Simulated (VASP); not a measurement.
# LiNbO3: structure and properties in VASP

Aim: relax LiNbO3 with LDA, compute its properties on that cell and hold them against experiment. The steps: relaxing cell and atoms (LDA), second relaxation, single point with fields (LDA), bands along the symmetry lines (LDA), total and projected DOS (LDA), optical spectrum (LDA), band structure (LDA + SOC) and bands along the symmetry lines (TB-mBJ). The start is a cell from a database of measured crystal structures.

Program: VASP 6.6.1. Level of theory: LDA; plane waves and PAW (Li_sv, Nb_sv, O), in the first sound run; inputs show where later runs differ. Results are calculated unless marked as measured.

The experiments to compare with:

“Crystallographic and optical study of LiNb1 − xTaxO3” (2017, pmc:5642313) quotes from earlier work for LiNbO3, ferroelectric R3c (earlier Czochralski-grown crystal): lattice constant a (a, hexagonal setting) 5.14829 ± 2e-05 Å [literature value from Abrahams et al.]; lattice constant c (c, hexagonal setting) 13.8631 ± 0.0004 Å [literature value from Abrahams et al.].

Most raw output is cut from this account.

## (1) Starting point

Before any relaxation, the start is as follows. It takes space group R3c (No. 161, trigonal). Conventional cell: a = 5.152 Å, b = 5.152 Å, c = 13.869 Å, α = 90.00°, β = 90.00°, γ = 120.00°. Li has 6 O at 2.07 to 2.24 Å nearest. Nb has 6 O at 1.88 to 2.13 Å nearest. Nearest to O lie 2 Nb at 1.88 to 2.13 Å and 2 Li at 2.07 to 2.24 Å. Farther neighbours and most contacts between anions are not listed.

Structure file:

```cif
data_structure
_symmetry_space_group_name_H-M 'R3c:H'
_symmetry_Int_Tables_number 161
_cell_length_a 5.1516
_cell_length_b 5.1516
_cell_length_c 13.8690
_cell_angle_alpha 90.000
_cell_angle_beta 90.000
_cell_angle_gamma 120.000
_cell_volume 318.76
loop_
_atom_site_label
_atom_site_type_symbol
_atom_site_symmetry_multiplicity
_atom_site_Wyckoff_symbol
_atom_site_fract_x
_atom_site_fract_y
_atom_site_fract_z
_atom_site_occupancy
Li1 Li 6 a 0.66667 0.33333 0.05183 1
Nb1 Nb 6 a 0.66667 0.33333 0.33328 1
O1 O 18 b 0.01050 0.38222 0.26991 1
```

## (2) Relaxing cell and atoms (LDA)

Properties are meant for the cell that this level of theory prefers, so cell and atoms are relaxed first (ISIF = 3) until forces and stress are small; EDIFFG sets the threshold. LDA, the lowest rung, knows the local density alone.

Contents of INCAR:

```
SYSTEM = LiNbO3
PREC = Accurate
ENCUT = 650
EDIFF = 1E-06
NELM = 100
ISMEAR = 0
SIGMA = 0.05
LREAL = .FALSE.
ALGO = Normal
GGA = CA
NBANDS = 44
LASPH = .TRUE.
LORBIT = 11
LWAVE = .FALSE.
LCHARG = .FALSE.
KPAR = 8
IBRION = 2
NSW = 60
ISIF = 3
EDIFFG = -0.01
```

Contents of POSCAR:

```
LiNbO3
1.0
    2.5758000000      1.4871388234      4.6230000000
   -2.5758000000      1.4871388234      4.6230000000
    0.0000000000     -2.9742776468      4.6230000000
Li Nb O
2 2 6
Direct
    0.2815000000      0.2815000000      0.2815000000
    0.7815000000      0.7815000000      0.7815000000
    0.0000550000      0.0000550000      0.0000550000
    0.5000550000      0.5000550000      0.5000550000
    0.1123100000      0.3583600000      0.7195900000
    0.7195900000      0.1123100000      0.3583600000
    0.3583600000      0.7195900000      0.1123100000
    0.2195900000      0.8583600000      0.6123100000
    0.8583600000      0.6123100000      0.2195900000
    0.6123100000      0.2195900000      0.8583600000
```

Contents of KPOINTS:

```
Automatic mesh
0
Gamma
5 5 5
0 0 0
```

PAW data sets: Li_sv, Nb_sv and O (LDA family, release 64).

Command:

```sh
$ mpirun -np 8 vasp_std
```

Wall time 5.6 min (8 MPI ranks of Intel Xeon Platinum 8259CL at 2.50GHz (Skylake/Cascade Lake), shared host); peak memory 2.9 GiB; 40 min of CPU time.

The gap is read on the k-mesh alone, so it is an upper bound where the band edges lie off the mesh. The run keeps the 6 symmetry operations of its start, so it cannot find a distortion of lower symmetry.

The steps of the relaxation:

```tsv
step	energy less that of the first step (eV)	largest force (eV/Å)	pressure (GPa)	volume (Å³)
1	0.0000	0.2325	-5.94	106.25
2	-0.0018	0.7325	7.06	100.31
3	-0.0602	0.4237	0.24	103.20
4	-0.0867	0.1506	0.18	102.13
5	-0.0867	0.1529	0.19	102.08
6	-0.0919	0.1031	-0.44	102.16
7	-0.0947	0.0695	-1.41	102.27
8	-0.0971	0.0430	-1.06	102.03
9	-0.0995	0.0384	-0.31	101.57
10	-0.0996	0.0555	-0.11	101.45
11	-0.1000	0.0452	-0.07	101.39
12	-0.1006	0.0156	0.07	101.21
13	-0.1006	0.0133	0.12	101.16
14	-0.1007	0.0143	-0.01	101.21
15	-0.1007	0.0148	-0.06	101.23
16	-0.1007	0.0080	-0.04	101.22
```

```tsv
conventional cell, symmetrised	before	after	change
a (Å)	5.152	5.064	-1.7 %
b (Å)	5.152	5.064	-1.7 %
c (Å)	13.869	13.675	-1.4 %
volume (Å³/atom)	10.63	10.12	-4.7 %
```

The atoms that moved most (Å, as changes of fractional coordinates times the final cell):

```tsv
atom	dx	dy	dz	length
O10	-0.012	-0.037	0.007	0.040
O6	0.012	-0.037	0.007	0.040
O8	-0.026	0.029	0.007	0.040
O7	0.026	0.029	0.007	0.040
O9	0.038	0.008	0.007	0.040
O5	-0.038	0.008	0.007	0.040
Nb4	0.000	0.000	-0.025	0.025
Nb3	0.000	0.000	-0.025	0.025
```

Final coordinates:

```
Li Nb O
1.0
     2.53185    1.46177    4.55845
    -2.53185    1.46177    4.55845
     0.00000   -2.92353    4.55845
Li Nb O
2 2 6
Cartesian
  0.0000 0.0000 3.8526
  0.0000 0.0000 10.6903
  0.0000 0.0000 -0.0244
  0.0000 0.0000 6.8133
  -0.6612 -1.4075 5.4331
  1.5496 0.1311 5.4331
  -0.8883 1.2764 5.4331
  -1.6435 -0.1854 7.7123
  0.6612 1.5160 7.7123
  0.9823 -1.3306 7.7123
```

Numbers from this step:

```
electrons                       : 68
bands                           : 44
irreducible k-points            : 19
symmetry operations             : 6
free energy (TOTEN)             : -87.6520 eV
Fermi energy                    : 4.045 eV
pressure                        : -0.04339 GPa
metallic                        : no
valence top at k                : 0.2, 0.2, 0.2
conduction bottom at k          : -0.4, 0.4, 0
least direct gap at k           : 0, 0, 0
SCF cycles over all ionic steps : 113
gap on the k-mesh               : 3.459 eV
least direct gap on the k-mesh  : 3.483 eV
```

It ends with a largest force of 0.008 eV/Å and a pressure of -0.04 GPa. The volume lies -4.7 % from that of the database's start, which holds the thermal and zero-point expansion of its experiment. LDA is known to overbind.

## (3) Second relaxation

A relaxation keeps the plane waves of the cell it began with, so it is repeated from the new cell, on a basis made for it. The mesh changes with the cell too.

INCAR is that of step 2.

Contents of POSCAR:

```
LiNbO3
1.0
    2.5318544503      1.4617668484      4.5584486399
   -2.5318544503      1.4617668484      4.5584486399
    0.0000000000     -2.9235336969      4.5584486399
Li Nb O
2 2 6
Direct
    0.2817193126      0.2817193126      0.2817193126
    0.7817193126      0.7817193126      0.7817193126
    0.9982165085      0.9982165085      0.9982165085
    0.4982165085      0.4982165085      0.4982165085
    0.1062264688      0.3673936902      0.7182590200
    0.7182590200      0.1062264688      0.3673936902
    0.3673936902      0.7182590200      0.1062264688
    0.2182590200      0.8673936902      0.6062264688
    0.8673936902      0.6062264688      0.2182590200
    0.6062264688      0.2182590200      0.8673936902
```

Contents of KPOINTS:

```
Automatic mesh
0
Gamma
6 6 6
0 0 0
```

Command:

```sh
$ mpirun -np 8 vasp_std
```

Wall time 49 s (8 MPI ranks); peak memory 2.9 GiB.

Little changed from the start: no atom moved by 0.005 Å and no cell edge by 0.1 %.

This step gave:

```
irreducible k-points            : 32
free energy (TOTEN)             : -87.6343 eV
Fermi energy                    : 4.040 eV
pressure                        : -0.04998 GPa
valence top at k                : 0.1667, 0.1667, 0.1667
conduction bottom at k          : 0, 0, 0
SCF cycles over all ionic steps : 15
```

It ends with a largest force of 0.010 eV/Å and a pressure of -0.05 GPa. The volume moved by under 0.01 %: the run met its threshold at the first step.

## (4) Single point with fields (LDA)

The relaxed cell gets a fresh self-consistent run, on a basis set for its own volume, to fix the density and to check the remaining stress.

INCAR, as its differences from that of step 3:

```diff
@@ -14,7 +14,5 @@
 LWAVE = .FALSE.
-LCHARG = .FALSE.
-KPAR = 8
-IBRION = 2
-NSW = 60
-ISIF = 3
-EDIFFG = -0.01
+LCHARG = .TRUE.
+ISIF = 2
+LELF = .TRUE.
+LVHAR = .TRUE.
```

POSCAR is that of step 3.

KPOINTS is that of step 3.

Command:

```sh
$ mpirun -np 8 vasp_std
```

The job ended after 62 s (8 MPI ranks; peak memory 1.4 GiB).

Numbers from this step:

* SCF cycles: 14
* bands: 48
* Fermi energy: 4.090 eV
* pressure: -0.03549 GPa

Valence electrons inside each PAW sphere by angular momentum. Sphere charges, by row:

```tsv
atom	s (e)	p (e)	d (e)	tot (e)
Li1	2.018	0.075	0	2.093
Li2	2.018	0.075	0	2.093
Nb3	2.226	6.159	2.126	10.51
Nb4	2.226	6.159	2.126	10.51
O5	1.556	3.506	0	5.063
O6	1.556	3.506	0	5.063
O7	1.556	3.506	0	5.063
O8	1.556	3.506	0	5.063
O9	1.556	3.506	0	5.063
O10	1.556	3.506	0	5.063
```

Electrostatic potential energy in the ac plane of the conventional cell at fractional y = 0.000, with atoms of Li and Nb and O within 0.2 Å of it. With pseudopotentials it is smooth inside the atoms' cores, unlike the true potential.

Ten even steps from '_' (-62 eV) to '@' (6 eV), each cell a mean:
```
__..++##++**@@@@@@@@@@##::__
++##%%==..::##@@@@@@@@@@%%**
@@@@@@%%####@@@@@@@@@@@@@@@@
@@@@@@@@@@@@@@@@@@@@@@@@@@@@
@@@@@@@@@@@@@@%%++++%%@@@@@@
##%%@@@@@@@@@@**....++@@@@%%
..**@@@@@@@@@@@@####%%@@%%--
**%%@@@@@@@@@@@@@@@@@@@@@@##
@@@@@@##++**@@@@@@@@@@@@@@@@
%%@@%%--..::%%@@@@@@@@@@@@%%
--==####**%%@@@@@@@@@@%%**--
____==%%@@@@@@@@@@@@@@**..__
__..++%%@@@@@@@@##++**##::__
++##%%@@@@@@@@@@==..::####**
@@@@@@@@@@@@@@@@%%##%%@@@@@@
@@@@@@@@@@@@@@@@@@@@@@@@@@@@
@@@@@@@@**==**@@@@@@@@@@@@@@
##%%@@%%::..--%%@@@@@@@@@@%%
..**@@@@##**%%@@@@@@@@@@%%--
**%%@@@@@@@@@@@@@@@@@@@@@@##
@@@@@@@@@@@@@@@@%%++++%%@@@@
%%@@@@@@@@@@@@@@++....**@@%%
--==##@@@@@@@@@@@@####%%**--
____==%%@@@@@@@@@@@@@@**..__
```
Columns run along a (5.1 Å; values clipped at the 3rd and 97th percentile), rows up along c (13.7 Å), edges of the conventional cell, whose origin can differ from the input's. Atoms in or near the plane, at fractional coordinates: Li at (0.00, 0.72), Li at (0.00, 0.22), Nb at (0.00, 0.00), Nb at (0.00, 0.50), O at (0.35, 0.94), O at (0.36, 0.27), O at (0.29, 0.60), O at (0.62, 0.77), O at (0.68, 0.10), O at (0.70, 0.44).

ELF in the ac plane of the conventional cell at fractional y = 0.000, with atoms of Li and Nb and O within 0.2 Å of it. It is the smooth field of the valence electrons, not physical close to the nuclei.

Ten even steps from '_' (0.01) to '@' (0.92), each cell a mean:
```
##**==**%%%%##--______..++##
--::++%%**##%%++______....::
__..++##%%%%**::____________
____..::::::..::====--..____
__________..==##%%%%%%**..__
::________..**%%****%%##....
@@==________--**%%%%##--..%%
==....====--....::::..____--
__::**%%%%%%**::____________
__::##%%**%%%%==____________
++====**%%%%**::________--++
####==..::::....--==--::**##
####--______..**%%%%##==++##
--::..______::%%%%**####----
____________..==##%%%%**--__
______::====--....::::..____
____==##%%%%%%**::__________
::__==%%##++%%%%--________..
@@==..**%%%%##++..______..%%
==..__..::::....::====--__--
____________..==##%%%%%%==__
____________::##%%**##%%++..
++==..________==##%%##++==++
####==::====::__..::::::####
```
Columns run along a (5.1 Å), rows up along c (13.7 Å), edges of the conventional cell, whose origin can differ from the input's. Atoms in or near the plane, at fractional coordinates: Li at (0.00, 0.72), Li at (0.00, 0.22), Nb at (0.00, 0.00), Nb at (0.00, 0.50), O at (0.35, 0.94), O at (0.36, 0.27), O at (0.29, 0.60), O at (0.62, 0.77), O at (0.68, 0.10), O at (0.70, 0.44).

Valence density in the ac plane of the conventional cell at fractional y = 0.000, with atoms of Li and Nb and O within 0.2 Å of it. It is the smooth field of the valence electrons, not physical close to the nuclei.

Values in units of 1e0 e/Å³, 24 rows by 14 columns, each cell a mean:
```
5.0 3.0 1.3 1.6 2.7 2.1 0.7 0.2 0.1 0.1 0.1 0.4 1.9 4.3
0.8 0.6 0.9 2.9 5.9 4.8 1.5 0.3 0.1 0.1 0.1 0.2 0.4 0.7
0.1 0.1 0.3 0.9 1.6 1.4 0.6 0.2 0.1 0.1 0.1 0.1 0.1 0.1
0.0 0.0 0.1 0.1 0.2 0.2 0.2 0.2 0.3 0.3 0.2 0.1 0.0 0.0
0.0 0.0 0.0 0.0 0.1 0.1 0.3 1.1 2.7 2.8 1.2 0.3 0.1 0.0
0.6 0.2 0.1 0.1 0.1 0.1 0.4 2.2 6.0 6.3 2.6 0.5 0.2 0.4
7.0 1.4 0.1 0.1 0.1 0.1 0.2 0.8 1.7 1.8 0.8 0.3 0.4 4.3
1.6 0.4 0.1 0.2 0.3 0.3 0.2 0.2 0.2 0.2 0.1 0.1 0.1 1.0
0.1 0.2 0.6 1.8 2.9 1.9 0.6 0.2 0.1 0.1 0.1 0.1 0.1 0.1
0.2 0.3 1.1 4.0 6.6 4.1 1.1 0.2 0.1 0.1 0.1 0.2 0.2 0.2
2.0 1.3 0.8 1.3 1.8 1.2 0.4 0.1 0.1 0.1 0.1 0.2 0.7 1.7
6.5 4.1 1.3 0.3 0.2 0.1 0.1 0.1 0.2 0.3 0.3 0.6 2.5 5.6
5.0 3.0 0.9 0.2 0.1 0.1 0.1 0.4 1.4 2.7 2.2 1.2 2.0 4.3
0.8 0.5 0.2 0.1 0.1 0.1 0.2 0.7 3.1 6.1 4.5 1.5 0.6 0.7
0.1 0.1 0.1 0.1 0.1 0.1 0.1 0.3 1.0 1.7 1.3 0.5 0.2 0.1
0.0 0.0 0.1 0.1 0.2 0.3 0.3 0.2 0.2 0.2 0.1 0.1 0.0 0.0
0.0 0.1 0.2 0.6 2.1 3.1 1.8 0.6 0.2 0.1 0.1 0.0 0.0 0.0
0.6 0.2 0.3 1.3 4.7 6.9 3.9 0.9 0.2 0.1 0.1 0.1 0.1 0.4
7.0 1.5 0.2 0.5 1.4 2.0 1.2 0.4 0.1 0.1 0.1 0.1 0.3 4.3
1.6 0.3 0.1 0.1 0.2 0.2 0.2 0.2 0.2 0.3 0.3 0.2 0.1 1.0
0.1 0.1 0.1 0.1 0.1 0.1 0.1 0.4 1.2 2.6 2.5 1.0 0.3 0.1
0.2 0.2 0.2 0.1 0.1 0.1 0.1 0.5 2.4 6.0 5.7 2.2 0.5 0.2
1.9 1.2 0.4 0.2 0.1 0.1 0.1 0.2 0.7 1.6 1.7 0.9 1.0 1.7
6.4 4.0 1.2 0.4 0.3 0.2 0.1 0.1 0.1 0.2 0.2 0.6 2.6 5.7
```
Columns run along a (5.1 Å), rows up along c (13.7 Å), edges of the conventional cell, whose origin can differ from the input's. Atoms in or near the plane, at fractional coordinates: Li at (0.00, 0.72), Li at (0.00, 0.22), Nb at (0.00, 0.00), Nb at (0.00, 0.50), O at (0.35, 0.94), O at (0.36, 0.27), O at (0.29, 0.60), O at (0.62, 0.77), O at (0.68, 0.10), O at (0.70, 0.44).

In this run the pressure is -0.04 GPa, small enough to go on.

## (5) Bands along the symmetry lines (LDA)

The mesh alone shows little of the dispersion and can miss band extrema, so KPOINTS_OPT adds a path through the symmetry points after the self-consistent cycle.

Contents of INCAR:

```
SYSTEM = LiNbO3
PREC = Accurate
ENCUT = 650
EDIFF = 1E-06
NELM = 100
ISMEAR = 0
SIGMA = 0.05
LREAL = .FALSE.
ALGO = Normal
GGA = CA
NBANDS = 58
LASPH = .TRUE.
LORBIT = 11
LWAVE = .FALSE.
LCHARG = .FALSE.
KPAR = 8
```

POSCAR is that of step 4.

KPOINTS is that of step 4.

Contents of KPOINTS_OPT:

```
Line mode
12
Line-mode
Reciprocal
  0.00000000   0.00000000   0.00000000 GAMMA
  0.50000000   0.00000000   0.00000000 L

  0.50000000   0.00000000   0.00000000 L
  0.50000000   0.23522035  -0.23522035 B1

  0.76477965   0.50000000   0.23522035 B
  0.50000000   0.50000000   0.50000000 Z

  0.50000000   0.50000000   0.50000000 Z
  0.00000000   0.00000000   0.00000000 GAMMA

  0.00000000   0.00000000   0.00000000 GAMMA
  0.36761018   0.00000000  -0.36761018 X

  0.63238982   0.36761018   0.00000000 Q
  0.50000000   0.50000000   0.00000000 F

  0.50000000   0.50000000   0.00000000 F
  0.63238982   0.63238982   0.23522035 P1

  0.63238982   0.63238982   0.23522035 P1
  0.50000000   0.50000000   0.50000000 Z

  0.50000000   0.00000000   0.00000000 L
  0.76477965   0.36761018   0.36761018 P
```

Command:

```sh
$ mpirun -np 8 vasp_std
```

Run time: 2.8 min. Hardware: 8 MPI ranks; peak memory 4.1 GiB; 19 min of CPU time.

Spin-orbit coupling is off here; it would split degenerate levels.

Numbers from this step:

```yaml
bands: 58
fermi_energy: 4.025 eV
pressure: -0.05111 GPa
least_gap_on_mesh_and_path: 3.455 eV
least_direct_gap_on_mesh_and_path: 3.482 eV
conduction_bottom_at_k: 0.5963, 0.4037, 0
```

The electronic bands at the labelled points (eV, zero at the valence-band top; v1 is the highest filled band, c1 the lowest empty one):

```tsv
point	v4	v3	v2	v1	c1	c2	c3	c4
Γ	-0.62	-0.51	-0.02	-0.02	3.46	3.46	3.88	5.16
0.45 of the way	-0.43	-0.40	-0.23	-0.08	3.57	3.62	4.07	5.08
L	-0.30	-0.30	-0.19	-0.19	3.92	3.92	4.75	4.75
0.45 of the way	-0.45	-0.45	-0.16	-0.16	3.78	3.78	4.77	4.77
B1	-0.59	-0.59	-0.27	-0.27	3.86	3.86	4.73	4.73
jump to B	-0.59	-0.59	-0.27	-0.27	3.86	3.86	4.73	4.73
0.45 of the way	-0.62	-0.62	-0.26	-0.26	4.24	4.24	4.80	4.80
Z	-0.30	-0.30	-0.30	-0.30	4.68	4.68	4.90	4.90
0.55 of the way	-0.60	-0.48	-0.01	-0.01	3.90	3.90	4.09	5.30
Γ	-0.62	-0.51	-0.02	-0.02	3.46	3.46	3.88	5.16
0.45 of the way	-0.50	-0.38	-0.29	-0.04	3.60	3.84	4.07	4.86
X	-0.71	-0.48	-0.41	-0.11	3.48	4.04	4.69	4.74
jump to Q	-0.71	-0.48	-0.41	-0.11	3.48	4.04	4.69	4.74
0.55 of the way	-0.70	-0.60	-0.42	-0.18	3.48	4.05	4.62	4.69
F	-0.68	-0.67	-0.43	-0.24	3.53	4.05	4.56	4.66
0.45 of the way	-0.75	-0.64	-0.48	-0.19	3.62	4.04	4.65	4.65
P1	-0.78	-0.61	-0.52	-0.12	3.87	4.03	4.62	4.84
0.45 of the way	-0.54	-0.49	-0.43	-0.16	4.25	4.41	4.71	4.91
Z	-0.30	-0.30	-0.30	-0.30	4.68	4.68	4.90	4.90
jump to L	-0.30	-0.30	-0.19	-0.19	3.92	3.92	4.75	4.75
0.45 of the way	-0.52	-0.43	-0.27	-0.13	3.82	4.04	4.59	4.91
P	-0.78	-0.61	-0.52	-0.12	3.87	4.03	4.62	4.84
```

Of the projections kept (Li, Nb, O), the largest for each band there; the rest of the weight can lie on other orbitals:

```tsv
point	v4	v3	v2	v1	c1	c2	c3	c4
Γ	O 0.88	O 0.90	O 0.99	O 0.99	Nb 0.88	Nb 0.88	Nb 0.80	Nb 0.79
L	O 0.96	O 0.96	O 0.96	O 0.96	Nb 0.84	Nb 0.84	Nb 0.74	Nb 0.74
B1	O 0.91	O 0.92	O 0.94	O 0.94	Nb 0.81	Nb 0.81	Nb 0.75	Nb 0.75
B	O 0.92	O 0.92	O 0.94	O 0.94	Nb 0.81	Nb 0.81	Nb 0.75	Nb 0.75
Z	O 0.96	O 0.96	O 0.96	O 0.96	Nb 0.80	Nb 0.80	Nb 0.76	Nb 0.76
Γ	O 0.88	O 0.90	O 0.99	O 0.99	Nb 0.88	Nb 0.88	Nb 0.80	Nb 0.79
```

The path finds the gap of the mesh within 0.02 eV, so the mesh comes close to both band edges.

## (6) Total and projected DOS (LDA)

A density of states needs more k-points than a total energy; ISMEAR = -5 takes tetrahedra, and LORBIT projects the states on the PAW spheres. The mesh is finer than in the run before.

INCAR, as its differences from that of step 5:

```diff
@@ -5,3 +5,3 @@
 NELM = 100
-ISMEAR = 0
+ISMEAR = -5
 SIGMA = 0.05
@@ -16 +16,2 @@
 KPAR = 8
+NEDOS = 2001
```

POSCAR is that of step 5.

Contents of KPOINTS:

```
Automatic mesh
0
Gamma
8 8 8
0 0 0
```

Command:

```sh
$ mpirun -np 8 vasp_std
```

Run time: 1.8 min. Hardware: 8 MPI ranks; peak memory 4.3 GiB; 13 min of CPU time.

Numbers from this step:

- irreducible k-points: 65
- free energy (TOTEN): -87.6342 eV
- Fermi energy: 3.759 eV
- pressure: -0.05210 GPa
- valence top at k: 0.125, 0.125, 0.125
- conduction bottom at k: 0.125, 0.125, 0
- gap on the k-mesh: 3.460 eV
- least direct gap on the k-mesh: 3.482 eV

The density of states has structure finer than the step of the table below, so its rows give means over 1 eV, whole bins alone (the curve runs from -12.0 to 7.93 eV). Peaks (eV: height): total -4.7: 13.0, -0.4: 14.2, -0.1: 14.8, 4.8: 13.5; O p -4.7: 6.25, -1.5: 6.08, -0.4: 10.0, -0.1: 10.8; Nb d 3.9: 6.13, 4.7: 5.48, 4.8: 8.44, 5.2: 6.55; Nb p -2.2: 0.176, -1.5: 0.195, -1.1: 0.187, -0.7: 0.223; Nb s -4.7: 0.178, -3.9: 0.150, -3.5: 0.123, -3.3: 0.185.

States under -12.0 eV and over 7.9 eV are left out. Density of states against energy, zero at the valence-band top; means over each step; values in states/eV/cell:

```tsv
energy (eV)	total	O p	Nb d	Nb p	Nb s	O s	Li p
-6	0	0	0	0	0	0	0
-5	2.47	1.17	0.648	0.0107	0.0321	0.00273	0.00577
-4	6.50	3.06	1.21	0.0644	0.121	0.0276	0.0235
-3	6.40	3.29	0.928	0.120	0.102	0.0505	0.0301
-2	5.35	3.05	0.502	0.127	0.0536	0.0458	0.0225
-1	9.61	6.31	0.441	0.168	0.0539	0.0406	0.0408
0	5.69	4.08	0.109	0.0649	0.0126	0.00824	0.0167
1	0	0	0	0	0	0	0
2	0	0	0	0	0	0	0
3	0.118	0.0121	0.0815	4.2e-4	9.4e-5	3.9e-4	2.2e-4
4	4.57	0.655	2.99	0.0188	0.0144	0.0181	0.00869
5	7.06	1.40	4.48	0.0291	0.0165	0.0300	0.0204
6	0.255	0.0510	0.166	8.8e-4	2.7e-4	9.8e-4	6.2e-4
7	6.2e-5	0	0	0	2.5e-6	1.2e-5	0
```

The gap on this mesh is 3.46 eV. In the top eV of the valence band the largest shares in the PAW spheres are O p 70 %. The rest lies in smaller channels or between the spheres.

(Part 1 of 2 ends here.)

[Lines on the potential files, build, host, timing and source positions are cut from VASP's logs without a mark.]

[Logs are printed without paths, hosts, clocks, repeated set-up lines and the standing remarks that a program may print on its own settings, such as how far it seeks lower states.]

[Hosts, paths, dates, database ids (printed as entryN), source tags and the programs' standing remarks are cut or masked in the printed files.]

[A measured line is paired with the nearest computed mode of its activity, which favours agreement.]
